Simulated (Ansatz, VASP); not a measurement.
NbCl in VASP and in Ansatz

```
Nb Cl
1.0
     3.16734    0.00000    0.00000
     0.00000    3.01750    0.00000
     0.00000    0.00000    9.39459
Nb Cl
2 2
Direct
  0.75000 0.00000 0.61718
  0.25000 0.00000 0.38282
  0.75000 0.50000 0.21609
  0.25000 0.50000 0.78391
```

Alike in both runs: functional PBE; k mesh 6 × 6 × 2; occupations gaussian, width 0.1 eV; no spin polarisation.

Ansatz relaxed the structure, and its values are those at the end. VASP's run is a single point on that final structure, the one shown.

```csv
,VASP,Ansatz
version,VASP 6.6.1,Ansatz 0.2.0
potentials or method,"VASP PAW PBE potentials, release 64 (Nb_sv, Cl)","scalar-relativistic, plane waves, PAW"
plane-wave cutoff (eV),520,420
valence electrons in the cell,40,40
```

```csv
,VASP,Ansatz,Ansatz less VASP
gap on the k mesh at the Fermi level (eV),none,none,-
pressure (GPa),-0.3,-0.1,+0.19
rms of the force components (eV/Å),0.005,0.007,+0.0019
```

A gap of «none» marks a metal or a gap that the smearing closes.

Caveats: this functional lacks dispersion, which binds the layers, so the pressure and a relaxed spacing across them are unreliable.
